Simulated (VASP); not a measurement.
MgO (Periclase), 2 atoms in the cell. Symmetry: Fm-3m, No. 225, cubic system. Conventional cell: a = 4.208 Å, b = 4.208 Å, c = 4.208 Å, α = 90.00°, β = 90.00°, γ = 90.00°. Mg (site symmetry m-3m) has 6 O at 2.10 Å as nearest neighbours. O (site symmetry m-3m) is surrounded by 6 Mg at 2.10 Å. 

```yaml
Program: VASP 6.6.1
Task: dielectric tensor
Functional: PBEsol
Potentials_or_basis: VASP PAW PBE potentials, release 64 (Mg, O)
Cutoff: 600 eV
k_mesh: 12 × 12 × 12
Occupations: gaussian, width 0.03 eV
Spin: no spin polarisation
Further_INCAR_settings: ALGO = Normal; EDIFF = 1e-08
```

Potentials or basis: VASP PAW PBE potentials, release 64 (Mg, O).

Command:

```sh
$ cat potpaw_PBE.64/Mg/POTCAR potpaw_PBE.64/O/POTCAR > POTCAR
$ mpirun -np 1 vasp_std > vasp.out
```

Hardware: 1 thread of Intel(R) Xeon(R) 6975P-C (Granite Rapids) (shared host).

Problem. How long does it take, and how much memory?

Solution. Wall time 39 s on 1 thread of Intel(R) Xeon(R) 6975P-C (Granite Rapids), with other jobs on the host, peak memory 0.22 GiB. Counts: scf iterations 75, k points 72.
